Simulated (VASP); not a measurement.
Input:

```xyz
1
Lattice="-1.6780 1.6780 1.6780 1.6780 -1.6780 1.6780 1.6780 1.6780 -1.6780" Properties=species:S:1:pos:R:3 pbc="T T T"
Ga     0.0000     0.0000     0.0000
```

Calculation: PBEsol GGA, VASP's PBE PAW potentials (set 64) (plane waves; VASP). Settings: 400 eV cut-off, 14×14×14 Γ-centred mesh, first-order Methfessel-Paxton smearing of 0.10 eV, potentials Ga_d.

Energy and stress use the plane-wave basis of the starting cell.

Q: The ions, cell shape and volume are relaxed. Give the cell that the relaxation ends in.

A: 
```xyz
1
Lattice="-1.6436 1.6436 1.6436 1.6436 -1.6436 1.6436 1.6436 1.6436 -1.6436" Properties=species:S:1:pos:R:3 pbc="T T T"
Ga     0.0000     0.0000     0.0000
```
Space group Im-3m (229), at a tolerance of 0.03 Å.

Q: How do energy and volume change from the first to the last step?

A: The energy (σ→0) changes by -12.7 meV/atom and the volume by -6.0 %, in 7 ionic steps.

The structure was generated: Ga was put into the bcc type (Im-3m), which need not be its known phase. This run relaxes it. Symmetry was kept, so distortions that lower it aren't found.
